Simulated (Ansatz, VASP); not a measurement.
# Cross-check of WSe2 between VASP and Ansatz, part 2 of 2

Wanted: the spread between two codes on one cell, functional and k mesh. The structure shown comes from an earlier Ansatz run, which isn't shown and may have moved the atoms alone.

VASP 6.6.1 and Ansatz 0.2.0.

So far: The structure; Ansatz: elastic constants, PBEsol.

## 3. VASP: elastic constants, PBEsol

Level of this step: PBEsol, no spin polarisation; plane waves and PAW (W, Se) (VASP).

The same cell, functional, mesh and smearing now go to VASP, with its own data sets.

Lines of VASP's logs that name or quote its potential files are left out, and so is its time.

Input file INCAR:

```
SYSTEM = WSe2
PREC = Accurate
ENCUT = 600
EDIFF = 1E-08
NELM = 120
ISMEAR = 0
SIGMA = 0.02
LREAL = .FALSE.
ALGO = Normal
GGA = PS
NBANDS = 24
LASPH = .TRUE.
LORBIT = 11
LWAVE = .FALSE.
LCHARG = .FALSE.
ISIF = 3
IBRION = 6
NFREE = 2
POTIM = 0.015
NSW = 1
GGA_COMPAT = .FALSE.
EFERMI = MIDGAP
KPAR = 2
```

Input file POSCAR:

```
WSe2
1.0
    3.2710889060      0.0000000000      0.0000000000
   -1.6355444530      2.8328460907      0.0000000000
    0.0000000000      0.0000000000     13.2262224968
W Se
2 4
Direct
    0.3333333333      0.6666666667      0.2500000000
    0.6666666667      0.3333333333      0.7500000000
    0.3333333333      0.6666666667      0.6234161728
    0.6666666667      0.3333333333      0.1234161728
    0.3333333333      0.6666666667      0.8765838272
    0.6666666667      0.3333333333      0.3765838272
```

Input file KPOINTS:

```
Automatic mesh
0
Gamma
9 9 2
0 0 0
```

Potentials, in the order of the species: W and Se (PBE family, release 64).

The run is started by

```bash
$ mpirun -np 2 vasp_std
```

Numbers of over 12 decimals in the logs are rounded to 6 here.

The log of the run:

```text
[banner, memory and clock lines left out]
running    2 mpi-ranks, on    1 nodes
 distrk:  each k-point on    1 cores,    2 groups
 distr:  one band on    1 cores,    1 groups

 POSCAR found type information on POSCAR W Se
 POSCAR found :  2 types and       6 ions
|                                                                             |
|               ----> ADVICE to this user running VASP <----                  |
|                                                                             |
|     You enforced a specific xc type in the INCAR file but a different       |
|     [... a line on the potential file left out ...]
|     I HOPE YOU KNOW WHAT YOU ARE DOING!                                     |
|                                                                             |

 LDA part: xc-table for (Slater+PW92), standard interpolation
 POSCAR, INCAR and KPOINTS ok, starting setup
 FFT: planning ... GRIDC
 FFT: planning ... GRID_SOFT
 FFT: planning ... GRID
 WAVECAR not read
 entering main loop
       N       E                     dE             d eps       ncg     rms          rms(c)
DAV:   1     0.200766188067E+03    0.20077E+03   -0.16989E+04  1152   0.147E+03
DAV:   2    -0.312178920325E+02   -0.23198E+03   -0.22326E+03  1568   0.282E+02
DAV:   3    -0.483642093678E+02   -0.17146E+02   -0.16986E+02  1544   0.732E+01
DAV:   4    -0.487046132371E+02   -0.34040E+00   -0.33920E+00  1552   0.113E+01
DAV:   5    -0.487125211124E+02   -0.79079E-02   -0.79032E-02  1616   0.140E+00    0.325E+01
DAV:   6    -0.471328894910E+02    0.15796E+01   -0.72503E+00  1728   0.130E+01    0.129E+01
DAV:   7    -0.468649094771E+02    0.26798E+00   -0.39796E+00  1560   0.101E+01    0.773E+00
DAV:   8    -0.466837833845E+02    0.18113E+00   -0.59360E-01  1568   0.466E+00    0.664E-01
DAV:   9    -0.466823933218E+02    0.13901E-02   -0.58698E-02  1600   0.128E+00    0.423E-01
DAV:  10    -0.466816318389E+02    0.76148E-03   -0.56595E-03  1520   0.432E-01    0.230E-01
DAV:  11    -0.466816053819E+02    0.26457E-04   -0.88333E-04  1440   0.154E-01    0.146E-01
DAV:  12    -0.466815951410E+02    0.10241E-04   -0.28010E-04  1640   0.964E-02    0.401E-02
DAV:  13    -0.466815982421E+02   -0.31011E-05   -0.19805E-05  1552   0.252E-02    0.849E-03
DAV:  14    -0.466815983720E+02   -0.12991E-06   -0.15312E-06  1632   0.686E-03    0.460E-03
DAV:  15    -0.466815984130E+02   -0.41011E-07   -0.16971E-07  1504   0.230E-03    0.255E-03
DAV:  16    -0.466815983221E+02    0.90849E-07   -0.57514E-08  1488   0.117E-03    0.141E-03
DAV:  17    -0.466815983273E+02   -0.52044E-08   -0.10507E-08   952   0.616E-04
   1 F= -.46681598E+02 E0= -.46681598E+02  d E =0.000000E+00
[... from here on, the cycles between the ionic steps are left out ...]
   2 F= -.46658850E+02 E0= -.46658850E+02  d E =0.000000E+00
  14 F= -.46679463E+02 E0= -.46679463E+02  d E =0.000000E+00
  15 F= -.46679463E+02 E0= -.46679463E+02  d E =0.000000E+00
  16 F= -.46678291E+02 E0= -.46678291E+02  d E =0.000000E+00
  17 F= -.46678291E+02 E0= -.46678291E+02  d E =0.000000E+00
  18 F= -.46680571E+02 E0= -.46680571E+02  d E =0.000000E+00
  19 F= -.46680571E+02 E0= -.46680571E+02  d E =0.000000E+00
  20 F= -.46680003E+02 E0= -.46680003E+02  d E =0.000000E+00
 Finite differences progress:
  Degree of freedom:  10/ 10
  Displacement:        1/  2
  Total:              19/ 20
 bond charge predicted
       N       E                     dE             d eps       ncg     rms          rms(c)
DAV:   1    -0.466774740030E+02    0.25286E-02   -0.79955E-01  1168   0.394E+00    0.346E-01
DAV:   2    -0.466795927194E+02   -0.21187E-02   -0.28013E-02  1520   0.955E-01    0.377E-01
DAV:   3    -0.466795771868E+02    0.15533E-04   -0.34701E-04  1352   0.107E-01    0.314E-01
DAV:   4    -0.466795221081E+02    0.55079E-04   -0.36657E-04  1552   0.104E-01    0.247E-02
DAV:   5    -0.466795039866E+02    0.18121E-04   -0.82853E-05  1568   0.624E-02    0.206E-02
DAV:   6    -0.466795010495E+02    0.29371E-05   -0.15758E-05  1520   0.223E-02    0.101E-02
DAV:   7    -0.466794997495E+02    0.13000E-05   -0.54341E-06  1464   0.126E-02    0.457E-03
DAV:   8    -0.466794996310E+02    0.11853E-06   -0.11036E-06  1560   0.586E-03    0.217E-03
DAV:   9    -0.466794997128E+02   -0.81813E-07   -0.25491E-07  1552   0.277E-03    0.135E-03
DAV:  10    -0.466794997277E+02   -0.14908E-07   -0.35533E-08  1288   0.105E-03    0.925E-04
DAV:  11    -0.466794997237E+02    0.39975E-08   -0.29484E-08  1416   0.153E-03
  21 F= -.46679500E+02 E0= -.46679500E+02  d E =0.000000E+00
 Finite differences progress:
  Degree of freedom:  10/ 10
  Displacement:        2/  2
  Total:              20/ 20
```

Parts of OUTCAR (step 3):

```text
ion  position               nearest neighbor table
   1  0.333  0.667  0.250-   4 2.52   6 2.52   4 2.52   6 2.52   4 2.52   6 2.52
   2  0.667  0.333  0.750-   3 2.52   5 2.52   3 2.52   5 2.52   3 2.52   5 2.52
   3  0.333  0.667  0.623-   2 2.52   2 2.52   2 2.52
   4  0.667  0.333  0.123-   1 2.52   1 2.52   1 2.52
   5  0.333  0.667  0.877-   2 2.52   2 2.52   2 2.52
   6  0.667  0.333  0.377-   1 2.52   1 2.52   1 2.52

  LATTYP: Found a hexagonal cell.
 ALAT       =     3.2710889060
 C/A-ratio  =     4.0433699226

 Subroutine GETGRP returns: Found 24 space group operations
 (whereof 12 operations were pure point group operations)

The static configuration has the point symmetry D_3d.
 The point group associated with its full space group is D_6h.

 Found     24 irreducible k-points:

   k-points           NKPTS =     24   k-points in BZ     NKDIM =     24   number of bands    NBANDS=     24

   dimension x,y,z NGX =    28 NGY =   28 NGZ =  108
   dimension x,y,z NGXF=    56 NGYF=   56 NGZF=  216

   ENCUT  =  600.0 eV  44.10 Ry    6.64 a.u.   6.53  6.53 26.42*2*pi/ulx,y,z

   NELECT =      36.0000    total number of electrons

 k-points in reciprocal lattice and weights: Automatic mesh
   0.00000000  0.00000000  0.00000000       0.006
   0.11111111  0.00000000  0.00000000       0.037
   0.22222222  0.00000000  0.00000000       0.037
   0.33333333  0.00000000  0.00000000       0.037
   0.44444444  0.00000000  0.00000000       0.037
   0.11111111  0.11111111  0.00000000       0.037
   0.22222222  0.11111111  0.00000000       0.074
   0.33333333  0.11111111  0.00000000       0.074
   0.44444444  0.11111111  0.00000000       0.037
[...]
0.33333333  0.22222222  0.50000000       0.074
   0.33333333  0.33333333  0.50000000       0.012

 average (electrostatic) potential at core
       1 -40.5542       2 -40.5568       3 -53.2707       4 -53.2812       5 -53.2732
       6 -53.2828

 E-fermi :   5.5488

 k-point     1 :       0.0000    0.0000    0.0000
  band No.  band energies     occupation
    ...
     14       3.6399      2.00000
     15       3.6399      2.00000
     16       3.8200      2.00000
     17       3.8968      2.00000
     18       4.9784      2.00000
     19       7.8026      0.00000
     20       7.8026      0.00000
     21       7.8444      0.00000
     22       7.8444      0.00000
     23       7.9198      0.00000
    ...

 k-point     2 :       0.1111    0.0000    0.0000
  band No.  band energies     occupation
    ...
     14       3.3353      2.00000
     15       3.4885      2.00000
     16       3.9351      2.00000
     17       4.1406      2.00000
     18       4.7154      2.00000
     19       7.2233      0.00000
     20       7.4437      0.00000
     21       7.5541      0.00000
     22       7.5804      0.00000
     23       7.6572      0.00000
    ...

 k-point     3 :       0.2222    0.0000    0.0000
  band No.  band energies     occupation
    ...
     14       3.0762      2.00000
     15       3.1474      2.00000
     16       3.6818      2.00000
     17       3.8157      2.00000
     18       3.9915      2.00000
     19       6.4016      0.00000
     20       7.2178      0.00000
     21       7.2733      0.00000
     22       7.3106      0.00000
     23       7.4312      0.00000
    ...

 Eigenvectors and eigenvalues of the dynamical matrix
 ----------------------------------------------------

   1 f  =    9.206687 THz    57.847318 2PiTHz  307.102009 cm-1    38.075779 meV
             X         Y         Z           dx          dy          dz
     -0.000000  1.888564  3.306556    -0.000000    0.000000   -0.479683
      1.635544  0.944282  9.919667     0.000000   -0.000000    0.479683
     -0.000000  1.888564  8.245441    -0.000000    0.000000   -0.367358
      1.635544  0.944282  1.632330     0.000000   -0.000000    0.367358
     -0.000000  1.888564 11.593893    -0.000000    0.000000   -0.367358
      1.635544  0.944282  4.980781     0.000000   -0.000000    0.367358

   2 f  =    9.164064 THz    57.579513 2PiTHz  305.680276 cm-1    37.899507 meV
             X         Y         Z           dx          dy          dz
     -0.000000  1.888564  3.306556     0.000000   -0.000000    0.480641
      1.635544  0.944282  9.919667     0.000000   -0.000000    0.480641
     -0.000000  1.888564  8.245441    -0.000000    0.000000   -0.366732
      1.635544  0.944282  1.632330    -0.000000    0.000000   -0.366732
     -0.000000  1.888564 11.593893    -0.000000    0.000000   -0.366732
      1.635544  0.944282  4.980781    -0.000000    0.000000   -0.366732

   3 f  =    7.500671 THz    47.128103 2PiTHz  250.195440 cm-1    31.020267 meV
             X         Y         Z           dx          dy          dz
     -0.000000  1.888564  3.306556     0.000000   -0.000000    0.000000
      1.635544  0.944282  9.919667     0.000000    0.000000    0.000000
     -0.000000  1.888564  8.245441    -0.000000   -0.000000   -0.500000
      1.635544  0.944282  1.632330    -0.000000    0.000000   -0.500000
     -0.000000  1.888564 11.593893    -0.000000   -0.000000    0.500000
      1.635544  0.944282  4.980781    -0.000000    0.000000    0.500000

   4 f  =    7.473521 THz    46.957515 2PiTHz  249.289814 cm-1    30.907984 meV
             X         Y         Z           dx          dy          dz
     -0.000000  1.888564  3.306556     0.000000   -0.000000    0.000000
      1.635544  0.944282  9.919667    -0.000000   -0.000000   -0.000000
     -0.000000  1.888564  8.245441     0.000000    0.000000    0.500000
      1.635544  0.944282  1.632330    -0.000000    0.000000   -0.500000
     -0.000000  1.888564 11.593893     0.000000    0.000000   -0.500000
      1.635544  0.944282  4.980781    -0.000000    0.000000    0.500000

   5 f  =    7.381331 THz    46.378270 2PiTHz  246.214700 cm-1    30.526718 meV
             X         Y         Z           dx          dy          dz
     -0.000000  1.888564  3.306556    -0.000004    0.480632    0.000000
      1.635544  0.944282  9.919667    -0.000004    0.480632   -0.000000
     -0.000000  1.888564  8.245441     0.000003   -0.366737    0.000000
      1.635544  0.944282  1.632330     0.000003   -0.366737   -0.000000
     -0.000000  1.888564 11.593893     0.000003   -0.366737   -0.000000
      1.635544  0.944282  4.980781     0.000003   -0.366737    0.000000

   6 f  =    7.381331 THz    46.378270 2PiTHz  246.214700 cm-1    30.526718 meV
             X         Y         Z           dx          dy          dz
     -0.000000  1.888564  3.306556    -0.480632   -0.000004   -0.000000
      1.635544  0.944282  9.919667    -0.480632   -0.000004   -0.000000
     -0.000000  1.888564  8.245441     0.366737    0.000003   -0.000000
      1.635544  0.944282  1.632330     0.366737    0.000003   -0.000000
     -0.000000  1.888564 11.593893     0.366737    0.000003    0.000000
      1.635544  0.944282  4.980781     0.366737    0.000003    0.000000

   7 f  =    7.379512 THz    46.366840 2PiTHz  246.154018 cm-1    30.519195 meV
             X         Y         Z           dx          dy          dz
     -0.000000  1.888564  3.306556    -0.000005    0.480101    0.000000
      1.635544  0.944282  9.919667     0.000005   -0.480101    0.000000
     -0.000000  1.888564  8.245441    -0.000004    0.367085    0.000000
      1.635544  0.944282  1.632330     0.000004   -0.367085   -0.000000
     -0.000000  1.888564 11.593893    -0.000004    0.367085    0.000000
      1.635544  0.944282  4.980781     0.000004   -0.367085    0.000000

   8 f  =    7.379512 THz    46.366840 2PiTHz  246.154018 cm-1    30.519195 meV
             X         Y         Z           dx          dy          dz
     -0.000000  1.888564  3.306556     0.480101    0.000005   -0.000000
      1.635544  0.944282  9.919667    -0.480101   -0.000005    0.000000
     -0.000000  1.888564  8.245441     0.367085    0.000004   -0.000000
      1.635544  0.944282  1.632330    -0.367085   -0.000004    0.000000
     -0.000000  1.888564 11.593893     0.367085    0.000004    0.000000
      1.635544  0.944282  4.980781    -0.367085   -0.000004   -0.000000

   9 f  =    5.224981 THz    32.829523 2PiTHz  174.286600 cm-1    21.608775 meV
             X         Y         Z           dx          dy          dz
     -0.000000  1.888564  3.306556     0.000000   -0.000000    0.000000
      1.635544  0.944282  9.919667    -0.000000   -0.000000    0.000000
     -0.000000  1.888564  8.245441     0.000002   -0.500000    0.000000
      1.635544  0.944282  1.632330     0.000002   -0.500000    0.000000
     -0.000000  1.888564 11.593893    -0.000002    0.500000    0.000000
      1.635544  0.944282  4.980781    -0.000002    0.500000    0.000000

  10 f  =    5.224981 THz    32.829523 2PiTHz  174.286600 cm-1    21.608775 meV
             X         Y         Z           dx          dy          dz
     -0.000000  1.888564  3.306556    -0.000000   -0.000000    0.000000
      1.635544  0.944282  9.919667    -0.000000   -0.000000   -0.000000
     -0.000000  1.888564  8.245441    -0.500000   -0.000002    0.000000
      1.635544  0.944282  1.632330    -0.500000   -0.000002    0.000000
     -0.000000  1.888564 11.593893     0.500000    0.000002   -0.000000
      1.635544  0.944282  4.980781     0.500000    0.000002    0.000000

  11 f  =    5.194750 THz    32.639577 2PiTHz  173.278211 cm-1    21.483750 meV
             X         Y         Z           dx          dy          dz
     -0.000000  1.888564  3.306556    -0.000000    0.000000   -0.000000
      1.635544  0.944282  9.919667    -0.000000   -0.000000    0.000000
     -0.000000  1.888564  8.245441     0.000002   -0.500000    0.000000
      1.635544  0.944282  1.632330    -0.000002    0.500000   -0.000000
     -0.000000  1.888564 11.593893    -0.000002    0.500000    0.000000
      1.635544  0.944282  4.980781     0.000002   -0.500000   -0.000000

  12 f  =    5.194750 THz    32.639577 2PiTHz  173.278211 cm-1    21.483750 meV
             X         Y         Z           dx          dy          dz
     -0.000000  1.888564  3.306556    -0.000000   -0.000000    0.000000
      1.635544  0.944282  9.919667     0.000000    0.000000    0.000000
     -0.000000  1.888564  8.245441     0.500000    0.000002   -0.000000
      1.635544  0.944282  1.632330    -0.500000   -0.000002    0.000000
     -0.000000  1.888564 11.593893    -0.500000   -0.000002    0.000000
      1.635544  0.944282  4.980781     0.500000    0.000002    0.000000

  13 f  =    0.798150 THz     5.014924 2PiTHz   26.623419 cm-1     3.300882 meV
             X         Y         Z           dx          dy          dz
     -0.000000  1.888564  3.306556     0.000000    0.000000    0.519523
      1.635544  0.944282  9.919667    -0.000000   -0.000000   -0.519523
     -0.000000  1.888564  8.245441    -0.000000   -0.000000   -0.339187
      1.635544  0.944282  1.632330     0.000000    0.000000    0.339187
     -0.000000  1.888564 11.593893    -0.000000   -0.000000   -0.339187
      1.635544  0.944282  4.980781     0.000000    0.000000    0.339187
    [... 43 further lines ...]
     -0.000000  1.888564 11.593893     0.334911   -0.057775    0.000000
      1.635544  0.944282  4.980781     0.334911   -0.057775    0.000000

 ELASTIC MODULI CONTR FROM IONIC RELAXATION (kBar)
 Direction    XX          YY          ZZ          XY          YZ          ZX
 --------------------------------------------------------------------------------
 XX        -449.1050   -292.6891   -964.3069      0.0000     -0.0000      0.0000
 YY        -292.6891   -449.1050   -964.3069     -0.0000     -0.0000     -0.0000
 ZZ        -964.3069   -964.3069  -2507.1321      0.0000     -0.0000     -0.0000
 XY           0.0000     -0.0000      0.0000    -78.2079     -0.0000      0.0000
 YZ          -0.0000     -0.0000     -0.0000     -0.0000  -1201.9648     -0.0000
 ZX           0.0000     -0.0000     -0.0000      0.0000     -0.0000  -1201.9631
 --------------------------------------------------------------------------------

 TOTAL ELASTIC MODULI (kBar)
 Direction    XX          YY          ZZ          XY          YZ          ZX
 --------------------------------------------------------------------------------
 XX        1968.7106    366.0369     61.3073      0.0000     -0.0000      0.0000
 YY         366.0369   1968.7106     61.3073     -0.0000     -0.0000     -0.0000
 ZZ          61.3073     61.3073    264.5478      0.0000     -0.0000     -0.0000
 XY           0.0000     -0.0000      0.0000    801.3368     -0.0000      0.0000
 YZ          -0.0000     -0.0000     -0.0000     -0.0000    132.3503     -0.0000
 ZX           0.0000     -0.0000     -0.0000      0.0000     -0.0000    132.3512
 --------------------------------------------------------------------------------

 total charge
# of ion       s       p       d       tot
------------------------------------------
    1        0.537   0.629   4.223   5.389
    2        0.537   0.629   4.223   5.389
    3        1.477   2.342   0.072   3.890
    4        1.477   2.342   0.072   3.890
    5        1.477   2.342   0.072   3.890
    6        1.477   2.342   0.072   3.890
--------------------------------------------------
tot          6.981  10.627   8.732  26.340

[... 3 further parts left out ...]
```

This run has no spin polarisation, so a moment on W, if there is one, isn't seen. The last energy, forces, stress and levels in OUTCAR belong to the last displaced cell, not to the cell of POSCAR. The data set W keeps the semicore shell frozen, which is cheaper and a little less accurate.

Levels, forces or a CONTCAR printed for this step are those of its last displaced cell, not of the structure at rest.

## 4. Side by side

Known differences besides the potentials themselves: the data sets hold 92 valence electrons in Ansatz (on its default PAW (the set named soft_2) files) and 36 in VASP; the cutoff is 420 eV in Ansatz and 600 eV in VASP; Ansatz makes its cores anew for this functional, VASP keeps those of its PBE data sets; VASP takes each elastic constant from one size of strain, Ansatz from those that its log lists. Total energies have different zeros and are not compared.

Compared:

| quantity | Ansatz | VASP | difference |
| --- | --- | --- | --- |
| C11 (GPa) | 196.4 | 196.9 | -0.26 % |
| C22 (GPa) | 196.4 | 196.9 | -0.26 % |
| C33 (GPa) | 26.5 | 26.4 | +0.15 % |
| C12 (GPa) | 35.9 | 36.6 | -1.78 % |
| C13 (GPa) | 6.0 | 6.1 | -2.64 % |
| C23 (GPa) | 6.0 | 6.1 | -2.64 % |
| C44 (GPa) | 13.0 | 13.2 | -1.47 % |
| C55 (GPa) | 13.0 | 13.2 | -1.47 % |
| C66 (GPa) | 80.2 | 80.1 | +0.10 % |

## 5. Summary of results

| Quantity | Value |
| --- | --- |
| difference in C13 (elastic constants, PBEsol) | -2.6 % |

What this shows: The difference in C13 is -2.6 % (elastic constants, PBEsol), within the 5 % picked in this series as the mark of a large difference. The data sets hold unlike numbers of valence electrons (92 in Ansatz and 36 in VASP), so part of the differences comes from the potentials. How closely two codes agree says nothing of how well the functional describes the real material.

[Lines on the potential files, build, host, timing and source positions are cut from VASP's logs without a mark.]

[Logs are printed without paths, hosts, clocks, repeated set-up lines and the standing remarks that a program may print on its own settings, such as how far it seeks lower states.]

[Hosts, paths, dates, database ids (printed as entryN), source tags and the programs' standing remarks are cut or masked in the printed files.]
